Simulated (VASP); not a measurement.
AlN:

```
Al N
1.0
     3.11300    0.00000    0.00000
    -1.55650    2.69594    0.00000
     0.00000    0.00000    4.98100
Al N
2 2
Cartesian
  0.0000 1.7973 0.0000
  1.5565 0.8986 2.4905
  0.0000 1.7973 1.8928
  1.5565 0.8986 4.3833
```

| Quantity | Value |
| --- | --- |
| Program | VASP 6.6.1 |
| Task | relaxation of cell and atoms |
| Functional | PBE |
| Potentials or basis | VASP PAW PBE potentials, release 64 (Al, N) |
| Cutoff | 520 eV |
| k mesh | 3 × 3 × 1 |
| Occupations | gaussian, width 0.02 eV |
| Spin | no spin polarisation |

At the start: pressure 3.5 GPa; volume 10.45 Å³/atom.

Where does the relaxation end?

Over 7 steps the energy falls by 5.8 meV/atom and the volume is 10.61 Å³/atom (+1.5 %); space group P6_3mc (No. 186, to 0.05 Å).

The path:
| step | energy change (eV) | largest force (eV/Å) | pressure (GPa) | volume (Å³) |
| --- | --- | --- | --- | --- |
| 1 | 0.0000 | 0.2111 | 3.51 | 41.80 |
| 2 | -0.0136 | 0.0967 | -3.19 | 43.20 |
| 3 | -0.0171 | 0.1325 | -1.18 | 42.76 |
| 4 | -0.0227 | 0.0535 | -0.34 | 42.54 |
| 5 | -0.0234 | 0.0181 | 0.07 | 42.43 |
| 6 | -0.0234 | 0.0190 | -0.05 | 42.46 |
| 7 | -0.0234 | 0.0001 | 0.01 | 42.45 |

Final structure:
```yaml
crystal:
  lattice:
    - [3.15185, 0.00000, 0.00000]
    - [-1.57592, 2.72958, 0.00000]
    - [0.00000, 0.00000, 4.93371]
  atoms:
    - { symbol: Al, position: [0.33333, 0.66667, 0.99618] }
    - { symbol: Al, position: [0.66667, 0.33333, 0.49618] }
    - { symbol: N, position: [0.33333, 0.66667, 0.38382] }
    - { symbol: N, position: [0.66667, 0.33333, 0.88382] }
```

Caveat: the k mesh is coarse (spacing up to 1.26 Å⁻¹), so the values aren't converged.
